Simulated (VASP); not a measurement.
Method: PBE GGA, VASP's PBE PAW potentials (set 64) (plane waves; VASP 6.6.1).

A VASP calculation is set up with these files.

File KPOINTS:
```
Automatic mesh
0
Gamma
1 1 1
0 0 0
```

### INCAR
```
SYSTEM = Zn27S27
PREC = Normal
ENCUT = 400
EDIFF = 1E-5
NELM = 100
ALGO = Fast
LREAL = Auto
LASPH = .TRUE.
ISMEAR = 0
SIGMA = 0.05
GGA = PE
LMAXMIX = 4
LWAVE = .TRUE.
LCHARG = .FALSE.
NELMIN = 4
SYMPREC = 1E-4
IBRION = 2
ISIF = 2
NSW = 20
EDIFFG = -0.03
```

**POSCAR**
```
Zn27S27
1
   -0.0000000000     8.1689588886     8.1689588886
    8.1689588886    -0.0000000000     8.1689588886
    8.1689588886     8.1689588886    -0.0000000000
Zn S
27 27
Direct
  0.0000000000   0.0000000000   0.0000000000
  0.0000000000   0.0000000000   0.3333330000
  0.0000000000   0.0000000000   0.6666670000
  0.0000000000   0.3333330000   0.0000000000
  0.0000000000   0.3333330000   0.3333330000
  0.0000000000   0.3333330000   0.6666670000
  0.0000000000   0.6666670000   0.0000000000
  0.0000000000   0.6666670000   0.3333330000
  0.0000000000   0.6666670000   0.6666670000
  0.3333330000   0.0000000000   0.0000000000
  0.3333330000   0.0000000000   0.3333330000
  0.3333330000   0.0000000000   0.6666670000
  0.3333330000   0.3333330000   0.0000000000
  0.3333330000   0.3333330000   0.3333330000
  0.3333330000   0.3333330000   0.6666670000
  0.3333330000   0.6666670000   0.0000000000
  0.3333330000   0.6666670000   0.3333330000
  0.3333330000   0.6666670000   0.6666670000
  0.6666670000   0.0000000000   0.0000000000
  0.6666670000   0.0000000000   0.3333330000
  0.6666670000   0.0000000000   0.6666670000
  0.6666670000   0.3333330000   0.0000000000
  0.6666670000   0.3333330000   0.3333330000
  0.6666670000   0.3333330000   0.6666670000
  0.6666670000   0.6666670000   0.0000000000
  0.6666670000   0.6666670000   0.3333330000
  0.6666670000   0.6666670000   0.6666670000
  0.0833330000   0.0833330000   0.0833330000
  0.0833330000   0.0833330000   0.4166670000
  0.0833330000   0.0833330000   0.7500000000
  0.0833330000   0.4166670000   0.0833330000
  0.0833330000   0.4166670000   0.4166670000
  0.0833330000   0.4166670000   0.7500000000
  0.0833330000   0.7500000000   0.0833330000
  0.0833330000   0.7500000000   0.4166670000
  0.0833330000   0.7500000000   0.7500000000
  0.4166670000   0.0833330000   0.0833330000
  0.4166670000   0.0833330000   0.4166670000
  0.4166670000   0.0833330000   0.7500000000
  0.4166670000   0.4166670000   0.0833330000
  0.4166670000   0.4166670000   0.4166670000
  0.4166670000   0.4166670000   0.7500000000
  0.4166670000   0.7500000000   0.0833330000
  0.4166670000   0.7500000000   0.4166670000
  0.4166670000   0.7500000000   0.7500000000
  0.7500000000   0.0833330000   0.0833330000
  0.7500000000   0.0833330000   0.4166670000
  0.7500000000   0.0833330000   0.7500000000
  0.7500000000   0.4166670000   0.0833330000
  0.7500000000   0.4166670000   0.4166670000
  0.7500000000   0.4166670000   0.7500000000
  0.7500000000   0.7500000000   0.0833330000
  0.7500000000   0.7500000000   0.4166670000
  0.7500000000   0.7500000000   0.7500000000
```

POTCAR, in this order: Zn S (PBE.64 set). Program: vasp_gam.

The supercell is sampled at Γ alone, which is coarse: total energies, pressure and levels can be off, energies of defects by several tenths of an eV.

Estimate the energy per atom (σ→0), pressure.

- energy per atom (σ→0): -3320 meV/atom
- pressure: 1.09 GPa

OSZICAR:
```
...
RMM:  15    -0.179254538712E+03   -0.72897E-04   -0.45095E-04   607   0.491E-02    0.560E-01
RMM:  16    -0.179254249361E+03    0.28935E-03   -0.38463E-04   590   0.318E-02    0.420E-01
RMM:  17    -0.179254523121E+03   -0.27376E-03   -0.38787E-03   774   0.724E-02    0.321E-01
RMM:  18    -0.179254595990E+03   -0.72869E-04   -0.12020E-04   542   0.190E-02    0.373E-01
RMM:  19    -0.179254293360E+03    0.30263E-03   -0.31198E-04   661   0.342E-02    0.285E-01
RMM:  20    -0.179254153682E+03    0.13968E-03   -0.44554E-04   683   0.303E-02    0.810E-02
RMM:  21    -0.179254148295E+03    0.53871E-05   -0.31374E-05   401   0.890E-03
   1 F= -.17925415E+03 E0= -.17925415E+03  d E =-.179254E+03
```

The cell is a supercell, built from a database entry that may be metastable or hypothetical.
